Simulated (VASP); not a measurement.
Input:

```xyz
2
Lattice="2.8213 0.0000 0.0000 0.0000 2.8213 0.0000 0.0000 0.0000 2.8213" Properties=species:S:1:pos:R:3 pbc="T T T"
Ga     1.4107     1.4107     1.4107
Co     0.0000     0.0000     0.0000
```

All values below come from PBEsol GGA, VASP's PBE PAW potentials (set 64) (plane waves; VASP). Run with 300 eV cut-off, 15×15×15 Γ-centred mesh, first-order Methfessel-Paxton smearing of 0.27 eV, potentials Ga_d Co.

At this cut-off the stress carries a Pulay error, which pulls relaxed volumes low. The run has a spin-polarised start.

Problem. Give the stress tensor in GPa (positive for a compressed cell).

Solution. 
```
4.15  0.00  0.00
0.00  4.15  0.00
0.00  0.00  4.15
```
The pressure is its mean diagonal, 4.15 GPa.

The structure comes from a computed database's GaCo entry; how it stands against other phases isn't given here. The cell was not relaxed at this level.
